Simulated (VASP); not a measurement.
Consider the following.

```xyz
5
Lattice="4.0539 0.0000 0.0000 0.0000 4.0539 0.0000 0.0000 0.0000 4.0539" Properties=species:S:1:pos:R:3 pbc="T T T"
Ba     0.0000     0.0000     0.0000
Zr     2.0269     2.0269     2.0269
O      2.0269     0.0000     2.0269
O      0.0000     2.0269     2.0269
O      2.0269     2.0269     0.0000
```

The numbers are results of PBEsol GGA, VASP's PBE PAW potentials (set 64) (plane waves; VASP), not measurements. Run with 620 eV cut-off, 6×6×6 Γ-centred mesh, Gaussian smearing of 0.050 eV, potentials Ba_sv Zr_sv O.

Energy and stress use the plane-wave basis of the starting cell.

Task: The ions, cell shape and volume at an external pressure of 30.0 GPa are relaxed. Give the cell that the relaxation ends in.

Result: 
```xyz
5
Lattice="4.0035 0.0000 0.0000 0.0000 4.0035 0.0000 0.0000 0.0000 4.0035" Properties=species:S:1:pos:R:3 pbc="T T T"
Ba     0.0000     0.0000     0.0000
Zr     2.0017     2.0017     2.0017
O      2.0017     0.0000     2.0017
O      0.0000     2.0017     2.0017
O      2.0017     2.0017     0.0000
```
Space group Pm-3m (221), at a tolerance of 0.03 Å.

Task: How do energy and volume change from the first to the last step?

Result: The energy (σ→0) changes by +76.1 meV/atom and the volume by -3.7 %, in 4 ionic steps.

The compound is BaZrO3 in the cubic perovskite structure. This run relaxes it under an external pressure of 30 GPa. Symmetry was kept, so distortions that lower it aren't found.
